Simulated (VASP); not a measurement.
A convergence study with VASP on Tm (hcp): one setting is varied, all else stays as given below, so the limit is that of these other settings.

```
Tm
1.0
    1.77000    -3.06573     0.00000
    1.77000     3.06573     0.00000
    0.00000     0.00000     5.55000
Tm
2
Direct
  0.33333   0.66667   0.25000
  0.66667   0.33333   0.75000
```

Calculation: PBE GGA, VASP's PBE PAW potentials (set 64) (plane waves; VASP). The tightest run used: 550 eV cut-off, 21×21×13 Γ-centred mesh, tetrahedra with Blöchl corrections, potentials Tm_3.

The 4f electrons are frozen in the core of the lanthanide potential, so 4f levels, which can set the real gap, and their magnetism are missing.

Problem. The settings run are 3×3×2 mesh; 4×4×2 mesh; 5×5×3 mesh; 6×6×4 mesh; 7×7×4 mesh; 8×8×5 mesh; 9×9×6 mesh; 10×10×6 mesh; 11×11×7 mesh; 12×12×7 mesh; 13×13×8 mesh; 14×14×9 mesh; 15×15×9 mesh; 16×16×10 mesh; 17×17×10 mesh; 18×18×11 mesh; 19×19×12 mesh; 20×20×12 mesh; 21×21×13 mesh. From which on does the stress (every component) stay within 0.5 GPa of the tightest run?

Solution. From 5×5×3 mesh on: it is off by 0.36 there and by no more than 0.5 in any finer run, while 4×4×2 mesh is off by 0.82.
```json
[
 {"setting": "3×3×2 mesh", "E (eV/atom)": "-4.4356", "pressure (GPa)": "-0.77", "irreducible k-points": "6", "difference judged (GPa)": "1.57"},
 {"setting": "4×4×2 mesh", "E (eV/atom)": "-4.4734", "pressure (GPa)": "1.01", "irreducible k-points": "8", "difference judged (GPa)": "0.82"},
 {"setting": "5×5×3 mesh", "E (eV/atom)": "-4.4537", "pressure (GPa)": "0.57", "irreducible k-points": "10", "difference judged (GPa)": "0.36"},
 {"setting": "6×6×4 mesh", "E (eV/atom)": "-4.4854", "pressure (GPa)": "0.50", "irreducible k-points": "21", "difference judged (GPa)": "0.30"},
 {"setting": "7×7×4 mesh", "E (eV/atom)": "-4.4799", "pressure (GPa)": "0.48", "irreducible k-points": "24", "difference judged (GPa)": "0.09"},
 {"setting": "8×8×5 mesh", "E (eV/atom)": "-4.4693", "pressure (GPa)": "0.39", "irreducible k-points": "30", "difference judged (GPa)": "0.30"},
 {"setting": "9×9×6 mesh", "E (eV/atom)": "-4.4765", "pressure (GPa)": "0.43", "irreducible k-points": "48", "difference judged (GPa)": "0.04"},
 {"setting": "10×10×6 mesh", "E (eV/atom)": "-4.4763", "pressure (GPa)": "0.43", "irreducible k-points": "56", "difference judged (GPa)": "0.07"},
 {"setting": "11×11×7 mesh", "E (eV/atom)": "-4.4749", "pressure (GPa)": "0.42", "irreducible k-points": "64", "difference judged (GPa)": "0.15"},
 {"setting": "12×12×7 mesh", "E (eV/atom)": "-4.4748", "pressure (GPa)": "0.43", "irreducible k-points": "76", "difference judged (GPa)": "0.15"},
 {"setting": "13×13×8 mesh", "E (eV/atom)": "-4.4758", "pressure (GPa)": "0.39", "irreducible k-points": "105", "difference judged (GPa)": "0.01"},
 {"setting": "14×14×9 mesh", "E (eV/atom)": "-4.4757", "pressure (GPa)": "0.41", "irreducible k-points": "120", "difference judged (GPa)": "0.03"},
 {"setting": "15×15×9 mesh", "E (eV/atom)": "-4.4756", "pressure (GPa)": "0.41", "irreducible k-points": "135", "difference judged (GPa)": "0.02"},
 {"setting": "16×16×10 mesh", "E (eV/atom)": "-4.4756", "pressure (GPa)": "0.39", "irreducible k-points": "180", "difference judged (GPa)": "0.03"},
 {"setting": "17×17×10 mesh", "E (eV/atom)": "-4.4755", "pressure (GPa)": "0.39", "irreducible k-points": "198", "difference judged (GPa)": "0.03"},
 {"setting": "18×18×11 mesh", "E (eV/atom)": "-4.4758", "pressure (GPa)": "0.39", "irreducible k-points": "222", "difference judged (GPa)": "0.01"},
 {"setting": "19×19×12 mesh", "E (eV/atom)": "-4.4756", "pressure (GPa)": "0.39", "irreducible k-points": "280", "difference judged (GPa)": "0.00"},
 {"setting": "20×20×12 mesh", "E (eV/atom)": "-4.4756", "pressure (GPa)": "0.39", "irreducible k-points": "308", "difference judged (GPa)": "0.00"},
 {"setting": "21×21×13 mesh", "E (eV/atom)": "-4.4758", "pressure (GPa)": "0.39", "irreducible k-points": "336", "difference judged (GPa)": "0.00"}
]
```

Left out are rungs that failed or repeat a setting and relaxations that didn't move; long series are thinned to 24 rows.

The compound is Tm in the hcp structure. The cell was not relaxed at this level.
